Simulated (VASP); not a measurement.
Computed with LDA (Ceperley-Alder, Perdew-Zunger), VASP's LDA PAW potentials (set 64) (plane waves; VASP).

The input files of a VASP run:

File POSCAR:
```
C
1
    2.4476901614     0.0000000000    -0.0000000000
   -1.2238450807     2.1197620374     0.0000000000
    0.0000000000     0.0000000000     6.6003321122
C
4
Direct
  0.0000000000   0.0000000000   0.2500000000
  0.0000000000   0.0000000000   0.7500000000
  0.3333330000   0.6666670000   0.2500000000
  0.6666670000   0.3333330000   0.7500000000
```

File KPOINTS:
```
K-points
0
gamma
 9 9 3
```

INCAR:
```
# general
SYSTEM  =  C
PREC    =  Accurate
ENCUT   =  520
LREAL   =  .FALSE.
LASPH   =  .TRUE.   # aspherical one-centre terms

# electronic loop
EDIFF   =  1E-6   # SCF stop (eV)
NELM    =  100   # most electronic steps
ALGO    =  Normal   # blocked Davidson

# smearing
ISMEAR  =  0
SIGMA   =  0.05   # width (eV)

# ions
IBRION  =  2
NSW     =  60
ISIF    =  3   # ions, shape and volume
EDIFFG  =  -0.02   # ionic stop

# output
LWAVE   =  .FALSE.
LCHARG  =  .FALSE.
```

POTCAR, in this order: C (LDA.64 set). Program: vasp_std.

The resulting files:

### OUTCAR
```
 ion  position               nearest neighbor table
   1  0.000  0.000  0.250-   3 1.41   3 1.41   3 1.41
   2  0.000  0.000  0.750-   4 1.41   4 1.41   4 1.41
   3  0.333  0.667  0.250-   1 1.41   1 1.41   1 1.41
   4  0.667  0.333  0.750-   2 1.41   2 1.41   2 1.41
  LATTYP: Found a hexagonal cell.
 ALAT       =     2.4476901614
 C/A-ratio  =     2.6965553959
 Subroutine PRICEL returns:
 Original cell was already a primitive cell.
 Subroutine GETGRP returns: Found 24 space group operations
The static configuration has the point symmetry D_3d.
 The point group associated with its full space group is D_6h.
The dynamic configuration has the point symmetry D_3d.
 Subroutine INISYM returns: Found 24 space group operations
 Subroutine IBZKPT returns following result:
 Found     24 irreducible k-points:

 Following reciprocal coordinates:
            Coordinates               Weight
  0.000000  0.000000  0.000000      1.000000
  0.111111  0.000000  0.000000      6.000000
  0.222222  0.000000  0.000000      6.000000
  0.333333  0.000000  0.000000      6.000000
  0.444444  0.000000  0.000000      6.000000
  0.111111  0.111111  0.000000      6.000000
  0.222222  0.111111  0.000000     12.000000
  0.333333  0.111111  0.000000     12.000000
  0.444444  0.111111  0.000000      6.000000
  0.222222  0.222222  0.000000      6.000000
  0.333333  0.222222  0.000000     12.000000
  0.333333  0.333333  0.000000      2.000000
  0.000000  0.000000  0.333333      2.000000
  0.111111  0.000000  0.333333     12.000000
  0.222222  0.000000  0.333333     12.000000
  0.333333  0.000000  0.333333     12.000000
  0.444444  0.000000  0.333333     12.000000
  0.111111  0.111111  0.333333     12.000000
  0.222222  0.111111  0.333333     24.000000
  0.333333  0.111111  0.333333     24.000000
...
```

File OSZICAR:
```
       N       E                     dE             d eps       ncg     rms          rms(c)
DAV:   1     0.430605190307E+02    0.43061E+02   -0.84230E+03   576   0.124E+03
DAV:   2    -0.400385107688E+02   -0.83099E+02   -0.76220E+02   812   0.230E+02
DAV:   3    -0.432483766230E+02   -0.32099E+01   -0.31959E+01   736   0.464E+01
DAV:   4    -0.432859212911E+02   -0.37545E-01   -0.37493E-01   724   0.606E+00
DAV:   5    -0.432867868761E+02   -0.86559E-03   -0.86540E-03   724   0.869E-01    0.940E+00
DAV:   6    -0.411019298400E+02    0.21849E+01   -0.22587E+00   684   0.104E+01    0.536E+00
DAV:   7    -0.404295930936E+02    0.67234E+00   -0.22923E+00   664   0.106E+01    0.141E+00
DAV:   8    -0.404311379760E+02   -0.15449E-02   -0.79716E-02   656   0.197E+00    0.153E-01
DAV:   9    -0.404305494671E+02    0.58851E-03   -0.19755E-03   724   0.359E-01    0.671E-02
DAV:  10    -0.404305437165E+02    0.57506E-05   -0.11922E-04   720   0.852E-02    0.299E-02
DAV:  11    -0.404305415856E+02    0.21310E-05   -0.44158E-06   724   0.180E-02    0.212E-03
DAV:  12    -0.404305415488E+02    0.36772E-07   -0.37200E-07   488   0.496E-03
   1 F= -.40430542E+02 E0= -.40429908E+02  d E =-.404305E+02
```

**OUTCAR**
```
------------------------ aborting loop because EDIFF is reached ----------------------------------------
  FORCE on cell =-STRESS in cart. coord.  units (eV):
  Direction    XX          YY          ZZ          XY          YZ          ZX
  --------------------------------------------------------------------------------------
  Total       -0.0076346     -0.0076346     -0.0253070      0.0000000      0.0000000      0.0000000
  in kB       -0.3571785     -0.3571786     -1.1839755      0.0000000      0.0000000      0.0000000
  external PRESSURE =      -0.6327775 kB  Pullay stress =       0.0000000 kB
  volume of cell :       34.25
      direct lattice vectors                 reciprocal lattice vectors
     2.447690161  0.000000000  0.000000000     0.408548441  0.235875533  0.000000000
    -1.223845081  2.119762037  0.000000000     0.000000000  0.471751066  0.000000000
     0.000000000  0.000000000  6.600332112     0.000000000  0.000000000  0.151507528
 POSITION                                       TOTAL-FORCE (eV/Angst)
 -----------------------------------------------------------------------------------
      0.00000      0.00000      1.65008        -0.000000      0.000000      0.000000
      0.00000      0.00000      4.95025         0.000000     -0.000000      0.000000
     -0.00000      1.41318      1.65008        -0.000000      0.000000      0.000000
      1.22385      0.70659      4.95025        -0.000000     -0.000000      0.000000
 -----------------------------------------------------------------------------------
    total drift:                                0.000000     -0.000000      0.000000
  FREE ENERGIE OF THE ION-ELECTRON SYSTEM (eV)
  ---------------------------------------------------
  free  energy   TOTEN  =       -40.4305415488 eV

  energy  without entropy=      -40.4292744605  energy(sigma->0) =      -40.42990800

 reached required accuracy - stopping structural energy minimisation
```
(Selected blocks of OUTCAR.)

The structure comes from a computed database's C entry (P6_3/mmc); how it stands against other phases isn't given here. It was relaxed first, which changed the volume by -17 %. The k-mesh is coarse (spacing up to 0.33 per Å, 2π included), so the numbers may not be converged in it. The start is the result of an earlier pass.
